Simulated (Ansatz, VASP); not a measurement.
# BaZrO3: VASP beside Ansatz

Aim: how closely do two programs agree when they are given the same cell, functional and k mesh? The cell is taken from a series of runs on this material, whose earlier steps may have relaxed, scaled, displaced or heated it; both programs get it as it stands.

Method: plane waves, with VASP 6.6.1 beside it; single point at LDA, in Ansatz 0.2.0.

### 1. Starting point

It takes space group Pm-3m (No. 221, cubic). Conventional cell: a = 4.103 Å, b = 4.103 Å, c = 4.103 Å, α = 90.00°, β = 90.00°, γ = 90.00°. Ba has 12 O at 2.90 Å nearest. Zr has 6 O at 2.05 Å nearest. Nearest to O lie 2 Zr at 2.05 Å and 4 Ba at 2.90 Å. Farther neighbours and most contacts between anions are not listed.

Structure file:

```xyz
5
Lattice="4.1033 0.0000 0.0000 0.0000 4.1033 0.0000 0.0000 0.0000 4.1033" Properties=species:S:1:pos:R:3 pbc="T T T"
Ba    0.0000    0.0000    0.0000
Zr    2.0516    2.0516    2.0516
O     2.0516    2.0516    0.0000
O     2.0516    0.0000    2.0516
O     0.0000    2.0516    2.0516
```

### 2. VASP: single point, LDA

A single point gives forces, pressure and levels at one fixed geometry, so differences don't come from the geometry; what else differs is listed under the comparison.

Lines of VASP's logs that name or quote its potential files are left out, and so is its time.

File INCAR:

```
SYSTEM = BaZrO3
PREC = Accurate
ENCUT = 670
EDIFF = 1E-06
NELM = 100
ISMEAR = -1
SIGMA = 0.05
LREAL = .FALSE.
ALGO = Normal
GGA = CA
NBANDS = 26
LORBIT = 11
LWAVE = .FALSE.
LCHARG = .FALSE.
KPAR = 2
ISIF = 2
```

File POSCAR:

```
BaZrO3
1.0
    4.1032622038      0.0000000000      0.0000000000
    0.0000000000      4.1032622038      0.0000000000
    0.0000000000      0.0000000000      4.1032622038
Ba Zr O
1 1 3
Direct
    0.0000000000      0.0000000000      0.0000000000
    0.5000000000      0.5000000000      0.5000000000
    0.5000000000      0.5000000000      0.0000000000
    0.5000000000      0.0000000000      0.5000000000
    0.0000000000      0.5000000000      0.5000000000
```

File KPOINTS:

```
Automatic mesh
0
Gamma
5 5 5
0 0 0
```

The projector-augmented-wave data sets are Ba_sv_GW, Zr_sv_GW and O_GW (LDA family, release 64).

Run with:

```bash
> mpirun -np 2 vasp_std
```

Numbers of over 12 decimals in the logs are rounded to 6 here.

What it wrote:

```text
[banner, memory and clock lines left out]
running    2 mpi-ranks, on    1 nodes
 distrk:  each k-point on    1 cores,    2 groups
 distr:  one band on    1 cores,    1 groups

 POSCAR found type information on POSCAR BaZrO
 POSCAR found :  3 types and       5 ions
 LDA part: xc-table for (Slater(with rela. corr.)+CA(PZ))
 , standard interpolation
 POSCAR, INCAR and KPOINTS ok, starting setup
 FFT: planning ... GRIDC
 FFT: planning ... GRID_SOFT
 FFT: planning ... GRID
 WAVECAR not read
 entering main loop
       N       E                     dE             d eps       ncg     rms          rms(c)
DAV:   1     0.673398432798E+03    0.67340E+03   -0.21520E+04   520   0.195E+03
DAV:   2     0.647342582101E+02   -0.60866E+03   -0.57942E+03   818   0.678E+02
DAV:   3    -0.542766995651E+02   -0.11901E+03   -0.11163E+03   820   0.278E+02
DAV:   4    -0.603600552872E+02   -0.60834E+01   -0.60595E+01   832   0.757E+01
DAV:   5    -0.605295564342E+02   -0.16950E+00   -0.16868E+00   860   0.125E+01    0.258E+01
DAV:   6    -0.507768436487E+02    0.97527E+01   -0.49971E+01   856   0.831E+01    0.132E+01
DAV:   7    -0.507090004601E+02    0.67843E-01   -0.44823E+00   826   0.203E+01    0.232E+01
DAV:   8    -0.508052329171E+02   -0.96232E-01   -0.12024E-01   872   0.450E+00    0.304E+01
DAV:   9    -0.505756327337E+02    0.22960E+00   -0.27919E-01   654   0.794E+00    0.126E+01
DAV:  10    -0.505670497848E+02    0.85829E-02   -0.26198E-02   856   0.234E+00    0.747E+00
DAV:  11    -0.505672585486E+02   -0.20876E-03   -0.55774E-04   806   0.228E-01    0.828E+00
DAV:  12    -0.505662644519E+02    0.99410E-03   -0.32238E-03   766   0.568E-01    0.164E+00
DAV:  13    -0.505661721749E+02    0.92277E-04   -0.68399E-04   848   0.282E-01    0.780E-01
DAV:  14    -0.505661686952E+02    0.34796E-05   -0.50179E-05   840   0.894E-02    0.123E+00
DAV:  15    -0.505661374387E+02    0.31257E-04   -0.88854E-05   800   0.912E-02    0.427E-01
DAV:  16    -0.505661348109E+02    0.26278E-05   -0.10608E-05   848   0.329E-02    0.199E-01
DAV:  17    -0.505661343220E+02    0.48889E-06   -0.67555E-07   446   0.113E-02
   1 F= -.50566134E+02 E0= -.50566134E+02  d E =-.919562E-11
```

From OUTCAR (step 2):

```text
ion  position               nearest neighbor table
   1  0.000  0.000  0.000-
   2  0.500  0.500  0.500-   3 2.05   4 2.05   5 2.05   3 2.05   4 2.05   5 2.05
   3  0.500  0.500  0.000-   2 2.05   2 2.05
   4  0.500  0.000  0.500-   2 2.05   2 2.05
   5  0.000  0.500  0.500-   2 2.05   2 2.05

  LATTYP: Found a simple cubic cell.
 ALAT       =     4.1032622038

 Subroutine GETGRP returns: Found 48 space group operations
 (whereof 48 operations were pure point group operations)

The static configuration has the point symmetry O_h .

 Found     10 irreducible k-points:

   k-points           NKPTS =     10   k-points in BZ     NKDIM =     10   number of bands    NBANDS=     26

   dimension x,y,z NGX =    36 NGY =   36 NGZ =   36
   dimension x,y,z NGXF=    72 NGYF=   72 NGZF=   72

   ENCUT  =  670.0 eV  49.24 Ry    7.02 a.u.   8.66  8.66  8.66*2*pi/ulx,y,z

   NELECT =      40.0000    total number of electrons

 k-points in reciprocal lattice and weights: Automatic mesh
   0.00000000  0.00000000  0.00000000       0.008
   0.20000000  0.00000000  0.00000000       0.048
   0.40000000  0.00000000  0.00000000       0.048
   0.20000000  0.20000000  0.00000000       0.096
   0.40000000  0.20000000  0.00000000       0.192
   0.40000000  0.40000000  0.00000000       0.096
   0.20000000  0.20000000  0.20000000       0.064
   0.40000000  0.20000000  0.20000000       0.192
   0.40000000  0.40000000  0.20000000       0.192
   0.40000000  0.40000000  0.40000000       0.064

 average (electrostatic) potential at core
       1 -69.1301       2 -98.0568       3 -68.6536       4 -68.6536       5 -68.6536

 E-fermi :   6.4524

 k-point     1 :       0.0000    0.0000    0.0000
  band No.  band energies     occupation
    ...
     16       4.2007      2.00000
     17       4.2007      2.00000
     18       5.2206      2.00000
     19       5.2206      2.00000
     20       5.2206      2.00000
     21       8.5706      0.00000
     22       8.5706      0.00000
     23       8.5706      0.00000
     24      10.0190      0.00000
     25      10.0190      0.00000
    ...

 k-point     2 :       0.2000    0.0000    0.0000
  band No.  band energies     occupation
    ...
     16       3.8743      2.00000
     17       3.9141      2.00000
     18       4.2823      2.00000
     19       5.1164      2.00000
     20       5.1164      2.00000
     21       8.6990      0.00000
     22       9.4978      0.00000
     23       9.4978      0.00000
     24      10.6639      0.00000
     25      10.6821      0.00000
    ...

 k-point     3 :       0.4000    0.0000    0.0000
  band No.  band energies     occupation
    ...
     16       3.5420      2.00000
     17       3.5420      2.00000
     18       3.5566      2.00000
     19       5.0275      2.00000
     20       5.0275      2.00000
     21       8.9407      0.00000
     22      11.0823      0.00000
     23      11.0823      0.00000
     24      11.7784      0.00000
     25      12.0267      0.00000
    ...

  Total        2.6462343      2.6462343      2.6462343      0.0000000     -0.0000000     -0.0000000
  in kB       61.3692847     61.3692847     61.3692847      0.0000000     -0.0000000     -0.0000000
  external PRESSURE =      61.3692847 kB  Pullay stress =       0.0000000 kB

  energy-cutoff  :      670.00
  volume of cell :       69.09
      direct lattice vectors                 reciprocal lattice vectors
     4.103262204  0.000000000  0.000000000     0.243708530  0.000000000  0.000000000
     0.000000000  4.103262204  0.000000000     0.000000000  0.243708530  0.000000000
     0.000000000  0.000000000  4.103262204     0.000000000  0.000000000  0.243708530

 POSITION                                       TOTAL-FORCE (eV/Angst)
 -----------------------------------------------------------------------------------
      0.00000      0.00000      0.00000         0.000000      0.000000      0.000000
      2.05163      2.05163      2.05163         0.000000      0.000000      0.000000
      2.05163      2.05163      0.00000         0.000000      0.000000      0.000000
      2.05163      0.00000      2.05163         0.000000      0.000000      0.000000
      0.00000      2.05163      2.05163         0.000000      0.000000      0.000000
 -----------------------------------------------------------------------------------
    total drift:                                0.000000      0.000000      0.000000

  FREE ENERGIE OF THE ION-ELECTRON SYSTEM (eV)
  ---------------------------------------------------
  free  energy   TOTEN  =       -50.5661343220 eV

  energy  without entropy=      -50.5661343220  energy(sigma->0) =      -50.56613432

 total charge
# of ion       s       p       d       f       tot
--------------------------------------------------
    1        2.449   5.683   0.295   0.066   8.493
    2        2.327   5.747   0.951   0.065   9.091
    3        1.525   3.449   0.000   0.000   4.973
    4        1.525   3.449   0.000   0.000   4.973
    5        1.525   3.449   0.000   0.000   4.973
--------------------------------------------------
tot          9.350  21.776   1.246   0.130  32.503

[... 3 further parts left out ...]
```

The run ends at a pressure of 6.14 GPa.

### 3. Ansatz: single point, LDA

Ansatz runs on its default PAW (the set named soft_2) files.

The same cell, functional (in two slightly different forms), mesh and smearing now go to Ansatz, which takes its cutoff from its data sets.

File input.yaml:

```yaml
crystal:
  lattice:
    - [4.1032622038, 0.0, 0.0]
    - [0.0, 4.1032622038, 0.0]
    - [0.0, 0.0, 4.1032622038]
  atoms:
    - { symbol: Ba, position: [0.0, 0.0, 0.0] }
    - { symbol: Zr, position: [0.5, 0.5, 0.5] }
    - { symbol: O, position: [0.5, 0.5, 0.0] }
    - { symbol: O, position: [0.5, 0.0, 0.5] }
    - { symbol: O, position: [0.0, 0.5, 0.5] }
hamiltonian:
  xc: lda
  pseudopotentials: { kind: paw }
kpoints:
  mp_grid: { grid: [5, 5, 5] }
scf:
  occupations: { method: fermi_dirac, width: 0.05 }
  n_extra_bands: 5
output:
  forces: true
  stress: true
  eigenvalues: true
```

Run with:

```bash
> ansatz run input.yaml --threads 2 --pin off --max-ram 4608MiB --backend cpu --events-out ev --progress --plain --runs-dir out
```

What it wrote:

```text
scf.n_extra_bands = 5 over 20 filled bands (N_el = 40.0): the run solves 25 bands
Engine: ansatz 0.2.0, x86_64-unknown-linux-gnu
Pseudopotentials: kind: paw
Pseudopotential: Ba, paw, valence charge 10, recommended cutoff 420 eV (normal), Ba.paw.azcp
Pseudopotential: Zr, paw, valence charge 12, recommended cutoff 420 eV (normal), Zr.paw.azcp
Pseudopotential: O, paw, valence charge 6, recommended cutoff 420 eV (normal), O.paw.azcp
Functional definition: SPW92
  exchange = slater_x
  correlation = pw_c
Crystal: 5 atoms, lattice volume = 69.086 Å³
Basis set: ecut = 420 eV, 1357 PW (Γ)
Bands: 25, of which v1, the nominal top of the filled ones, is band 20 counted from 1 (19 counted from 0)
Symmetry: 48 space group operations
Space group: Pm-3m (ITA 221), of the structure as read, at distance tolerance 4.1e-5 Å
k-points: 10 of 125
Non-local potential: Ba, projectors of the file, l = 0: 3, l = 1: 2, l = 2: 2, l = 3: 2
Non-local potential: Zr, projectors of the file, l = 0: 3, l = 1: 2, l = 2: 2, l = 3: 2
Non-local potential: O, projectors of the file, l = 0: 2, l = 1: 2, l = 2: 1
PAW form: soft (Blöchl's): semilocal exchange-correlation on the pseudo side does not see the compensation charge
PAW frozen core: Ba, regenerated for the run's functional, and the local potential with it (the file was generated under x = pbe(κ = 0.804, μ = 0.219515), c = pbe(β = 0.066725))
PAW frozen core: Zr, regenerated for the run's functional, and the local potential with it (the file was generated under x = pbe(κ = 0.804, μ = 0.219515), c = pbe(β = 0.066725))
PAW frozen core: O, regenerated for the run's functional, and the local potential with it (the file was generated under x = pbe(κ = 0.804, μ = 0.219515), c = pbe(β = 0.066725))
PAW one-centre angular grid: Ba, 194 points (default); XC on 64 Gauss nodes
PAW one-centre angular grid: Zr, 590 points (default); XC on 64 Gauss nodes
PAW one-centre angular grid: O, 110 points (default); XC on 64 Gauss nodes
Initial density: superposition of atomic densities (neutral atoms: chi_scale 0, normalization atom), corrected by the library's trained network
Initial wavefunctions: pseudopotential atomic-orbital guess
Functional: x = slater, c = lda
SCF iter   1: F=—  HF=-11532.391350 eV  |F-HF|=—  |Δ(HF+E_count)|=         —  Δρ=1.64e-2  dr2=1.71e-1  ethr=1.77e-3  ⟨swp⟩=7.0  Hψ=1299  notcnv=0
preconditioner: auto → Resta (q_TF=auto, 2.491 Å⁻¹)  ε∞=3.9  [insulator: Δε(μ)=3.110 eV  Ē_g=16.183 eV  σ=0.050 eV  W_gap=1.00  n_scr=18 (ndim 8)  ℏωp=27.5 eV  f_vac=0.000  D(μ)=0.00/eV (n_scr^D=0)  ε∞_Penn≈3.9]
SCF iter   2: F=—  HF=-11532.351816 eV  |F-HF|=—  |Δ(HF+E_count)|=   3.95e-2  Δρ=5.58e-3  dr2=9.47e-3  ethr=4.27e-4  ⟨swp⟩=2.0  Hψ=471  notcnv=0  defer=9
SCF iter   3: F=—  HF=-11532.349335 eV  |F-HF|=—  |Δ(HF+E_count)|=   2.48e-3  Δρ=2.06e-3  dr2=1.42e-3  ethr=2.37e-5  ⟨swp⟩=2.0  Hψ=420  notcnv=0  defer=10
SCF iter   4: F=—  HF=-11532.348958 eV  |F-HF|=—  |Δ(HF+E_count)|=   3.77e-4  Δρ=2.23e-4  dr2=1.95e-5  ethr=3.55e-6  ⟨swp⟩=2.3  Hψ=379  notcnv=0  defer=10
SCF iter   5: F=—  HF=-11532.348956 eV  |F-HF|=—  |Δ(HF+E_count)|=   2.22e-6  Δρ=2.38e-5  dr2=3.80e-7  ethr=4.88e-8  ⟨swp⟩=1.5  Hψ=300  notcnv=0  defer=10
SCF iter   6: F=-11532.348956 eV  HF=-11532.348956 eV  |F-HF|=4.32e-9  |Δ(HF+E_count)|=   1.23e-7  Δρ=4.29e-6  dr2=1.27e-8  ethr=2.50e-10  ⟨swp⟩=10.3  Hψ=1337  notcnv=0
SCF 1 converged in 6 iterations: F = -11532.348956 eV  dr2 = 1.27e-8
  greatest PAW one-centre occupation: 0.997 electrons in one spin orbital (limit 2), on the Zr atom at site 1 (counted from 0), in its partial waves of l = 0
SCF converged after 6 iterations
Free energy (F): -11532.348956 eV
Harris-Foulkes:  -11532.348956 eV  (|F-HF|=4.32e-9)
Internal energy: -11532.348956 eV  (E = F + TS)
E sigma→0 (E₀):  -11532.348956 eV
Fermi energy:    11.937955 eV
--- Per-component energies (eV) ---
  E_band       = -65.309398
  E_kinetic    = 1037.635793
  E_local      = -1873.422212  (includes V_loc(G=0)·N_el)
  E_nonlocal   = 289.458900
  E_hartree    = 663.420591
  E_xc         = -551.407278
  E_vxc        = -614.631866  (∫ρ·V_xc dr)
  E_paw        = -8347.386275  (= ΣΔE_a)
  E_vpaw       = -231.199779  (= ΣTr[D̂ρ^β])
  E_aug_tail   = 0.007592  (compensation charges beyond the density's cutoff)
  E_ewald      = -2751.599749
  E_core_change = 0.943681  (= ΣΔE_core)
  E_smearing   = -0.000000  (= −TS)
  E_closure    = -0.000000  (closes the sum)
  Σ components = -11532.348956   (vs F -11532.348956, Δ=0.00e0)
--- Forces (eV/Å), atoms counted from 1 ---
  atom   1  Ba    -0.00000000    -0.00000000    -0.00000000
  atom   2  Zr     0.00000000     0.00000000     0.00000000
  atom   3  O      0.00000000     0.00000000    -0.00000000
  atom   4  O      0.00000000    -0.00000000     0.00000000
  atom   5  O      0.00000000     0.00000000     0.00000000
  max |Σ_I F_I| component: 9.32e-29 eV/Å
--- Stress (GPa, compression-positive) ---
        6.032471       0.000000       0.000000
        0.000000       6.032471      -0.000000
        0.000000      -0.000000       6.032471
  P = ⅓ Tr σ = 6.0325 GPa (60.325 kbar)
--- Band table (eV; the first three rows and the last of 10) ---
  k-point 0: bands = [... 16 lower, 9.1936, 10.2103, 10.2103, 10.2103, 13.5732, 13.5732, 13.5732, 15.0204, ... 1 higher]
  k-point 1: bands = [... 16 lower, 8.9082, 9.2719, 10.1064, 10.1064, 13.7015, 14.4977, 14.4977, 15.6640, ... 1 higher]
  k-point 2: bands = [... 16 lower, 8.5334, 8.5452, 10.0171, 10.0171, 13.9430, 16.0776, 16.0776, 16.7764, ... 1 higher]
  k-point 9: bands = [... 16 lower, 7.7889, 10.0728, 10.0728, 10.1910, 16.6150, 16.7678, 16.7678, 17.7457, ... 1 higher]
```

The run ends at a pressure of 6.03 GPa.

### 4. Differences

Known differences besides the potentials themselves: the two LDA forms differ slightly; the cutoff is 420 eV in Ansatz and 670 eV in VASP; VASP's log shows a relativistic correction to its local exchange, Ansatz's none. Total energies have different zeros and are not compared.

The two programs side by side:

| quantity | Ansatz | VASP | difference |
| --- | --- | --- | --- |
| pressure (GPa) | 6.03 | 6.14 | -0.10 |
| pressure without Ansatz's Pulay correction (GPa) | 5.33 | 6.14 | -0.80 |
| gap on the k mesh (eV) | 3.363 | 3.350 | +0.013 |

A gap on the mesh is an upper bound, since the band edges may lie between its points. Ansatz's pressure holds a Pulay correction of 0.70 GPa; VASP's holds none.

### 5. Further runs

Further runs change the set-up of one program: Ansatz's method, potentials or start, or VASP's data sets, cutoff or form of LDA. The table gives Ansatz less VASP for each quantity, since a change that brings one quantity closer may part another.

| run | pressure (GPa) | gap on the k mesh (eV) | pressure without Ansatz's Pulay correction (GPa) |
| --- | --- | --- | --- |
| as above | -0.10 | 0.013 | -0.80 |
| VASP with the data sets Ba_sv, Zr_sv and O_h and a cutoff of 1230 eV | -1.6 | 0.047 | -2.3 |

### 6. Outcome

| Item | Value |
| --- | --- |
| difference in gap on the k mesh (single point, LDA) | 0.013 eV |

**Reading.** The difference in gap on the k mesh is 0.013 eV (single point, LDA), within the 0.08 eV picked in this series as the mark of a large difference. Single point, LDA, VASP with the data sets Ba_sv, Zr_sv and O_h and a cutoff of 1230 eV: the difference in pressure goes from -0.10 to -1.6 GPa; the difference in gap on the k mesh goes from 0.013 to 0.047 eV; the difference in pressure without Ansatz's Pulay correction goes from -0.80 to -2.3 GPa. Such differences can come from data sets, numerical settings and the points named under the comparisons, not from the functional's error against experiment.

[Lines on the potential files, build, host, timing and source positions are cut from VASP's logs without a mark.]

[Logs are printed without paths, hosts, clocks, repeated set-up lines and the standing remarks that a program may print on its own settings, such as how far it seeks lower states.]

[Hosts, paths, dates, database ids (printed as entryN), source tags and the programs' standing remarks are cut or masked in the printed files.]
